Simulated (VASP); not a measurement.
Computed with PBE GGA, VASP's PBE PAW potentials (set 64) (plane waves; VASP).

VASP input:

KPOINTS:
```
Automatic mesh
0
Gamma
9 9 9
0 0 0
```

**INCAR**
```
SYSTEM = SrO
PREC = Accurate
ENCUT = 620
EDIFF = 1E-6
NELM = 100
ALGO = Normal
LREAL = .FALSE.
LASPH = .TRUE.
ISMEAR = 0
SIGMA = 0.05
GGA = PE
LMAXMIX = 4
LWAVE = .FALSE.
LCHARG = .FALSE.
IBRION = 2
ISIF = 3
NSW = 40
EDIFFG = -0.02
PSTRESS = 50
```

File POSCAR:
```
SrO
1
    0.0000000000     2.6023952996     2.6023952996
    2.6023952996     0.0000000000     2.6023952996
    2.6023952996     2.6023952996     0.0000000000
Sr O
1 1
Direct
  0.0000000000   0.0000000000   0.0000000000
  0.5000000000   0.5000000000   0.5000000000
```

POTCAR, in this order: Sr_sv O (PBE.64 set). Program: vasp_std.

Energy and stress use the plane-wave basis of the starting cell.

Question: Predict the energy per atom (σ→0), volume per atom.

Answer: 
```
Quantity                        Value
---------------------  --------------
energy per atom (σ→0)  -6.015 eV/atom
volume per atom        16.71 Å^3/atom
```

OSZICAR:
```
...
DAV:   2    -0.120469489281E+02    0.69856E-01   -0.31090E-01   932   0.483E+00    0.806E-01
DAV:   3    -0.120319872622E+02    0.14962E-01   -0.33069E-02  1120   0.200E+00    0.928E-01
DAV:   4    -0.120294941997E+02    0.24931E-02   -0.17466E-02  1288   0.990E-01    0.708E-01
DAV:   5    -0.120303863481E+02   -0.89215E-03   -0.85052E-04  1264   0.259E-01    0.260E-01
DAV:   6    -0.120306363028E+02   -0.24995E-03   -0.15854E-03  1336   0.264E-01    0.207E-02
DAV:   7    -0.120306326556E+02    0.36472E-05   -0.12062E-05   956   0.363E-02    0.933E-03
DAV:   8    -0.120306323336E+02    0.32194E-06   -0.35760E-06  1240   0.144E-02
   3 F= -.10987956E+02 E0= -.10987956E+02  d E =-.306458E-01
```

The compound is SrO in the rock salt structure. This run relaxes it under an external pressure of 5 GPa. Symmetry was kept, so distortions that lower it aren't found.
